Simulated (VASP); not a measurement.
```
CELL_PARAMETERS angstrom
     -1.92829     1.92829     1.92829
      1.92829    -1.92829     1.92829
      1.92829     1.92829    -1.92829
ATOMIC_POSITIONS crystal
  Tl 0.00000 0.00000 0.00000
```

Level of theory: LDA (Ceperley-Alder, Perdew-Zunger), VASP's LDA PAW potentials (set 64) (plane waves; VASP). Settings: 300 eV cut-off, 10×10×10 Γ-centred mesh, Fermi-Dirac smearing of 0.10 eV, potentials Tl_d.

Task: Give the energies of bands 6 to 9 at the high-symmetry points, in eV from the Fermi level.

Result: 
```csv
band,Γ,H,N,P
6,-10.00,-1.57,-4.98,-4.20
7,10.78,1.44,-2.69,0.80
8,10.78,1.44,5.80,0.80
9,10.78,1.44,7.18,0.80
```

It has no gap at this level: it comes out as a metal or semimetal.

The structure was generated: Tl was put into an ordered model structure, which need not be its known phase. The cell was not relaxed at this level.
